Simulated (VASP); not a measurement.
Consider the following.

```
AlN
1.0
    0.00000     2.18877     2.18877
    2.18877     0.00000     2.18877
    2.18877     2.18877     0.00000
Al N
1 1
Direct
  0.00000   0.00000   0.00000
  0.25000   0.25000   0.25000
```

Calculation: PBEsol GGA, VASP's PBE PAW potentials (set 64) (plane waves; VASP). Settings: 520 eV cut-off, 10×10×10 Γ-centred mesh, Gaussian smearing of 0.010 eV, potentials Al N.

Problem. Give the electronic dielectric tensor ε∞ (DFPT, local fields included).

Solution. 
```
4.64  0.00  0.00
0.00  4.64  0.00
0.00  0.00  4.64
```

Problem. Give the Born effective charges.

Solution. 
```tsv
atom	Z*xx	Z*yy	Z*zz	mean
Al1	2.53	2.53	2.53	2.53
N2	-2.53	-2.53	-2.53	-2.53
```

The compound is AlN in the zinc blende structure, a metastable form; wurtzite is the usual one. It was relaxed first.
